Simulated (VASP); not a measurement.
Computed with RPBE GGA, VASP's PBE PAW potentials (set 64) (plane waves; VASP 6.6.1).

VASP ran on this input.

INCAR:
```
# general
SYSTEM =Pd
PREC   =Accurate
ENCUT  =520
LREAL  =.FALSE.
LASPH  =.TRUE.

# electronic loop
EDIFF  =1E-7
NELM   =100
ALGO   =Normal
LMAXMIX=4

# smearing
ISMEAR =1
SIGMA  =0.1

# functional
GGA    =RP

# ions
ISIF   =2

# output
LWAVE  =.FALSE.
LCHARG =.FALSE.
```

**POSCAR**
```
Pd
1.0
  0.0000000000   2.0096991162   2.0096991162
  2.0096991162   0.0000000000   2.0096991162
  2.0096991162   2.0096991162   0.0000000000
Pd
1
Cart
  0.0000000000   0.0000000000   0.0000000000
```

**KPOINTS**
```
Automatic mesh
0
Gamma
16 16 16
0 0 0
```

POTCAR, in this order: Pd (PBE.64 set). Program: vasp_std.

Output

File OSZICAR:
```
       N       E                     dE             d eps       ncg     rms          rms(c)
DAV:   1     0.396614638713E+02    0.39661E+02   -0.53078E+03  2634   0.103E+03
DAV:   2    -0.441857547888E+01   -0.44080E+02   -0.42681E+02  2785   0.192E+02
DAV:   3    -0.481460161463E+01   -0.39603E+00   -0.39319E+00  3092   0.214E+01
DAV:   4    -0.481642546778E+01   -0.18239E-02   -0.18237E-02  3030   0.135E+00
DAV:   5    -0.481644916737E+01   -0.23700E-04   -0.23700E-04  2941   0.135E-01    0.563E+00
DAV:   6    -0.462786483889E+01    0.18858E+00   -0.99969E-01  2657   0.918E+00    0.293E+00
DAV:   7    -0.462285688284E+01    0.50080E-02   -0.26914E-03  2849   0.557E-01    0.162E+00
DAV:   8    -0.462082852770E+01    0.20284E-02   -0.94378E-04  2709   0.281E-01    0.292E-02
DAV:   9    -0.462083618305E+01   -0.76554E-05   -0.77625E-06  3184   0.323E-02    0.116E-02
DAV:  10    -0.462084026042E+01   -0.40774E-05   -0.23101E-06  2852   0.196E-02    0.188E-03
DAV:  11    -0.462084008833E+01    0.17208E-06   -0.18460E-08  2363   0.115E-03    0.463E-04
DAV:  12    -0.462084003989E+01    0.48442E-07   -0.39475E-09  1370   0.784E-04
   1 F= -.46208400E+01 E0= -.46205880E+01  d E =-.756176E-03
```

OUTCAR:
```
------------------------ aborting loop because EDIFF is reached ----------------------------------------
  FORCE on cell =-STRESS in cart. coord.  units (eV):
  Direction    XX          YY          ZZ          XY          YZ          ZX
  --------------------------------------------------------------------------------------
  Total       -0.4281997     -0.4281997     -0.4281997     -0.0000000      0.0000000      0.0000000
  in kB      -42.2604222    -42.2604222    -42.2604222     -0.0000000      0.0000000      0.0000000
  external PRESSURE =     -42.2604222 kB  Pullay stress =       0.0000000 kB
  volume of cell :       16.23
      direct lattice vectors                 reciprocal lattice vectors
     0.000000000  2.009699116  2.009699116    -0.248793462  0.248793462  0.248793462
     2.009699116  0.000000000  2.009699116     0.248793462 -0.248793462  0.248793462
     2.009699116  2.009699116  0.000000000     0.248793462  0.248793462 -0.248793462
 POSITION                                       TOTAL-FORCE (eV/Angst)
 -----------------------------------------------------------------------------------
      0.00000      0.00000      0.00000         0.000000      0.000000      0.000000
 -----------------------------------------------------------------------------------
    total drift:                               -0.000000      0.000000      0.000000
  FREE ENERGIE OF THE ION-ELECTRON SYSTEM (eV)
  ---------------------------------------------------
  free  energy   TOTEN  =        -4.6208400399 eV

  energy  without entropy=       -4.6200838641  energy(sigma->0) =       -4.62058798
```
(Selected blocks of OUTCAR.)

The compound is Pd in the fcc structure. This cell is one point of a volume scan, at 1.03 of the reference volume.
